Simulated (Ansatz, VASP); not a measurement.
# PbSe (Clausthalite): VASP beside Ansatz

One calculation is typed for both programs; each brings its own data sets. How far apart do they land? The cell is taken from a series of runs on this material, whose earlier steps may have relaxed, scaled, displaced or heated it; both programs get it as it stands.

Method: plane waves, with VASP 6.6.1 beside it; zone-centre phonons at PBE, in Ansatz 0.2.0.

## 1. The starting structure

The structure is cubic, space group Fm-3m (No. 225). The conventional cell has a = 6.340 Å, b = 6.340 Å, c = 6.340 Å, α = 90.00°, β = 90.00°, γ = 90.00°. Nearest to Se lie 6 Pb at 3.17 Å. Nearest to Pb lie 6 Se at 3.17 Å. Farther neighbours and most contacts between anions are not listed.

Structure file:

```cif
data_structure
_symmetry_space_group_name_H-M 'P 1'
_symmetry_Int_Tables_number 1
_cell_length_a 4.4829
_cell_length_b 4.4829
_cell_length_c 4.4829
_cell_angle_alpha 60.000
_cell_angle_beta 60.000
_cell_angle_gamma 60.000
_cell_volume 63.70
loop_
_atom_site_label
_atom_site_type_symbol
_atom_site_fract_x
_atom_site_fract_y
_atom_site_fract_z
_atom_site_occupancy
Se1 Se 0.50000 0.50000 0.50000 1
Pb2 Pb 0.00000 0.00000 0.00000 1
```

## 2. Ansatz: zone-centre phonons, PBE

Ansatz runs on its PAW soft_1 files.

Second derivatives magnify differences that forces hide, and they need a tight electronic threshold.

input.yaml

```yaml
crystal:
  lattice:
    - [0.0, 3.1698731314, 3.1698731314]
    - [3.1698731314, 0.0, 3.1698731314]
    - [3.1698731314, 3.1698731314, 0.0]
  atoms:
    - { symbol: Se, position: [0.5, 0.5, 0.5] }
    - { symbol: Pb, position: [0.0, 0.0, 0.0] }
kpoints:
  mp_grid: { grid: [16, 16, 16] }
hamiltonian:
  xc: pbe
  pseudopotentials: { kind: paw, azcp: { folder: soft_1 } }
scf:
  occupations: { method: fixed }
output:
  eigenvalues: true
phonons:
  method: dfpt
  dielectric: true
  rigid_motions: translations
```

On the command line:

```bash
ansatz run input.yaml --threads 4 --pin off --max-ram 10240MiB --backend cpu --events-out ev --progress --plain --runs-dir out
```

Numbers of over 12 decimals in the logs are rounded to 6 here.

Output:

```text
Engine: ansatz 0.2.0, x86_64-unknown-linux-gnu
Pseudopotentials: kind: paw
Pseudopotential: Se, paw, valence charge 16, recommended cutoff 420 eV (normal), soft_1/Se.paw.azcp
Pseudopotential: Pb, paw, valence charge 14, recommended cutoff 420 eV (normal), soft_1/Pb.paw.azcp
Functional definition: PBE
  parameter kappa = 0.804
  parameter beta = 0.066725
  exchange = pbe_x(kappa = kappa, mu = beta*pi^2/3)
  correlation = pbe_c(beta = beta)
Crystal: 2 atoms, lattice volume = 63.702 Å³
Basis set: ecut = 420 eV, 1243 PW (Γ), exchange–correlation on 60×60×60 points (8 copies of the dense FFT grid, shifted against one another)
Bands: 19, of which v1, the nominal top of the filled ones, is band 15 counted from 1 (14 counted from 0)
Symmetry: 48 space group operations
k-points: 349 of 4096 (irreducible under 8 space group operations, time reversal used)
Non-local potential: Se, projectors of the file, l = 0: 2, l = 1: 2, l = 2: 3, l = 3: 1
Non-local potential: Pb, projectors of the file, l = 0: 2, l = 1: 2, l = 2: 2, l = 3: 1
PAW form: soft (Blöchl's): semilocal exchange-correlation on the pseudo side does not see the compensation charge
PAW one-centre angular grid: Se, 590 points (default); XC on 64 Gauss nodes
PAW one-centre angular grid: Pb, 590 points (default); XC on 64 Gauss nodes
Initial density: superposition of atomic densities (chi_scale 0.1, normalization cell, long waves kept (reshape's long-wave potential 0.00 eV rms))
Initial wavefunctions: pseudopotential atomic-orbital guess
Functional: x = pbe(κ = 0.804, μ = 0.219515), c = pbe(β = 0.066725)
SCF iter   1: F=—  HF=-17379.147467 eV  |F-HF|=—  |Δ(HF+E_count)|=         —  Δρ=2.17e-2  dr2=5.52e-1  ethr=3.10e-3  ⟨swp⟩=5.0  Hψ=27164  notcnv=0  defer=541
preconditioner: auto → none  [insulator: Δε(μ)=0.823 eV  Ē_g=14.891 eV  n_scr=14 (ndim 8)  ℏωp=20.8 eV  f_vac=0.005  ε∞_Penn≈3.0]
SCF iter   2: F=—  HF=-17379.039330 eV  |F-HF|=—  |Δ(HF+E_count)|=   1.08e-1  Δρ=1.03e-2  dr2=8.05e-2  ethr=1.84e-3  ⟨swp⟩=2.9  Hψ=11604  notcnv=0  defer=644
SCF iter   3: F=—  HF=-17379.021486 eV  |F-HF|=—  |Δ(HF+E_count)|=   1.78e-2  Δρ=4.67e-3  dr2=1.38e-2  ethr=2.68e-4  ⟨swp⟩=3.2  Hψ=13378  notcnv=0  defer=650
SCF iter   4: F=—  HF=-17379.022726 eV  |F-HF|=—  |Δ(HF+E_count)|=   1.24e-3  Δρ=1.45e-3  dr2=1.19e-3  ethr=4.61e-5  ⟨swp⟩=2.7  Hψ=13235  notcnv=0  defer=672
SCF iter   5: F=—  HF=-17379.022972 eV  |F-HF|=—  |Δ(HF+E_count)|=   2.46e-4  Δρ=2.28e-4  dr2=2.70e-5  ethr=3.95e-6  ⟨swp⟩=2.8  Hψ=12227  notcnv=0  defer=675
SCF iter   6: F=—  HF=-17379.022995 eV  |F-HF|=—  |Δ(HF+E_count)|=   2.38e-5  Δρ=4.23e-5  dr2=1.09e-6  ethr=9.00e-8  ⟨swp⟩=2.4  Hψ=10191  notcnv=0  defer=189
SCF iter   7: F=—  HF=-17379.022996 eV  |F-HF|=—  |Δ(HF+E_count)|=   7.70e-7  Δρ=6.83e-6  dr2=3.05e-8  ethr=3.62e-9  ⟨swp⟩=2.3  Hψ=11049  notcnv=0
SCF iter   8: F=—  HF=-17379.022996 eV  |F-HF|=—  |Δ(HF+E_count)|=   2.05e-8  Δρ=1.16e-6  dr2=6.57e-10  ethr=1.02e-10  ⟨swp⟩=2.2  Hψ=11311  notcnv=0
SCF iter   9: F=-17379.022996 eV  HF=-17379.022996 eV  |F-HF|=3.64e-12  |Δ(HF+E_count)|=   1.54e-9  Δρ=1.23e-7  dr2=7.75e-12  ethr=1.00e-12  ⟨swp⟩=8.9  Hψ=41396  notcnv=0
SCF 1 converged in 9 iterations: F = -17379.022996 eV  dr2 = 7.75e-12
  greatest PAW one-centre occupation: 1.000 electrons in one spin orbital (limit 2), on the Se atom at site 0 (counted from 0), in its partial waves of l = 2
DFPT response loops at Γ: preconditioner auto → none (the input reference at scf.mixing.eps_inf says where Resta's filter doesn't serve); β = 0.50; Broyden in place of MSR1
── the response to a field inside a basis, on 16×16×16 k-points: an SCF that follows is theirs, and a resumed run solves both again ──
Bands: 16, of which v1, the nominal top of the filled ones, is band 15 counted from 1 (14 counted from 0)
k-points: 408 of 4096 (irreducible under 12 space group operations)
Initial density: handed on by an earlier stage of this run
Initial wavefunctions: pseudopotential atomic-orbital guess (no wavefunctions were taken with the density)
Eigensolver: Dense (408 Hₖ)
SCF iter   1: F=—  HF=-17379.018464 eV  |F-HF|=—  |Δ(HF+E_count)|=         —  Δρ=8.10e-5  dr2=1.05e-6  ethr=1.00e-1
preconditioner: auto → none  [insulator: Δε(μ)=0.683 eV  Ē_g=13.123 eV  n_scr=14 (ndim 8)  ℏωp=20.8 eV  f_vac=0.035  ε∞_Penn≈3.5]
SCF iter   2: F=—  HF=-17379.018465 eV  |F-HF|=—  |Δ(HF+E_count)|=   7.07e-7  Δρ=3.98e-5  dr2=2.78e-7  ethr=3.51e-9
SCF iter   3: F=-17379.018465 eV  HF=-17379.018465 eV  |F-HF|=1.12e-8  |Δ(HF+E_count)|=   4.09e-7  Δρ=9.94e-6  dr2=4.79e-8  ethr=9.28e-10
SCF 1 converged in 3 iterations: F = -17379.018465 eV  dr2 = 4.79e-8
DFPT response loops at Γ: mixed as the last ones told, above
SCF converged after 9 iterations
Free energy (F): -17379.022996 eV
Harris-Foulkes:  -17379.022996 eV  (|F-HF|=3.64e-12)
Internal energy: -17379.022996 eV  (E = F + TS)
E sigma→0 (E₀):  -17379.022996 eV
Fermi energy:    7.276808 eV
--- Per-component energies (eV) ---
  E_band       = -465.772631
  E_kinetic    = 400.140046
  E_local      = -3885.883016  (includes V_loc(G=0)·N_el)
  E_nonlocal   = -49.194497
  E_hartree    = 1875.516402
  E_xc         = -290.793559
  E_vxc        = -227.873544  (∫ρ·V_xc dr)
  E_paw        = -12520.874008  (= ΣΔE_a)
  E_vpaw       = -453.993933  (= ΣTr[D̂ρ^β])
  E_aug_tail   = -0.000374  (compensation charges beyond the density's cutoff)
  E_ewald      = -2907.933989
  E_smearing   = -0.000000  (= −TS)
  E_closure    = 0.000000  (closes the sum)
  Σ components = -17379.022996   (vs F -17379.022996, Δ=0.00e0)
--- Band table (eV; the first three rows and the last of 349) ---
  k-point 0: bands = [... 11 lower, 0.8765, 5.9137, 5.9137, 5.9137, 11.8122, 11.8122, 11.8122, 14.0736]
  k-point 1: bands = [... 11 lower, 0.8059, 5.9223, 5.9223, 5.9604, 11.5183, 11.6541, 11.6541, 13.9990]
  k-point 2: bands = [... 11 lower, 0.6083, 5.9482, 5.9482, 6.0887, 10.8837, 11.2646, 11.2646, 13.8770]
  k-point 348: bands = [... 11 lower, -0.3415, 3.8585, 3.8585, 6.7464, 9.3009, 12.1788, 12.1788, 14.9078]
--- Phonons (Γ-DFPT): 2 representative perturbations + reference, on 349 of 4096 k-points (Σ response iterations 6) ---
  k mesh reduced under 8 symmetry operations, with k and −k counted as one. Each operation leaves every solved perturbation unchanged. A smaller set is not considered because the run solves the response to a homogeneous field
  ASR residual: 1.717e-4 → 0.000e0 eV/Å²; symmetrization residual: 1.483e-5 eV/Å²
  ASR residual per site (eV/Å²): 1.19e-5 1.72e-4
  Γ frequencies (cm⁻¹): -38.47 -38.47 -38.47 0.00 0.00 0.00
  ε∞ (high-frequency dielectric tensor):
       18.484362    -0.000000     0.000000
       -0.000000    18.484362    -0.000000
        0.000000    -0.000000    18.484362
  softest optical mode at Γ: -38.47 cm⁻¹; the repairs (sum rule, projections) moved no ω² at Γ by more than (0.73 cm⁻¹)²
  Born effective charges Z* (e; rows j = field, columns β = displacement):
    site 0:
        -4.79685   -0.00000   -0.00000
         0.00000   -4.79685   -0.00000
         0.00000   -0.00000   -4.79685
    site 1:
         4.79685    0.00000    0.00000
        -0.00000    4.79685    0.00000
        -0.00000    0.00000    4.79685
  Z* charge neutrality: 2.502e-4 e pre-enforcement
  solved inside a basis spanned on kpoints, on 16×16×16 k-points, its susceptibility summed on 20×20×20: ε∞ is read to err by 6.1e-2, Z* by 1.8e-2 e (field_mesh: kpoints solves on kpoints); Z* is corrected for what the basis lacks
  optical modes at Γ without the LO–TO term, one row a degenerate level:
      ω (cm⁻¹)  modes    IR ((D/Å)²/amu)
        -38.47      3            27.8525
  optical modes at Γ + LO–TO along q̂ = [1.0000, 0.0000, 0.0000]:
      ω (cm⁻¹)  modes    IR ((D/Å)²/amu)
        -38.47      2            18.5684
        123.84      1             9.2842
  optical modes at Γ + LO–TO along q̂ = [0.0000, 1.0000, 0.0000]:
      ω (cm⁻¹)  modes    IR ((D/Å)²/amu)
        -38.47      2            18.5684
        123.84      1             9.2842
  optical modes at Γ + LO–TO along q̂ = [0.0000, 0.0000, 1.0000]:
      ω (cm⁻¹)  modes    IR ((D/Å)²/amu)
        -38.47      2            18.5684
        123.84      1             9.2842
```

(Part 1 of 3 ends here.)

[Lines on the potential files, build, host, timing and source positions are cut from VASP's logs without a mark.]

[Logs are printed without paths, hosts, clocks, repeated set-up lines and the standing remarks that a program may print on its own settings, such as how far it seeks lower states.]

[Hosts, paths, dates, database ids (printed as entryN), source tags and the programs' standing remarks are cut or masked in the printed files.]
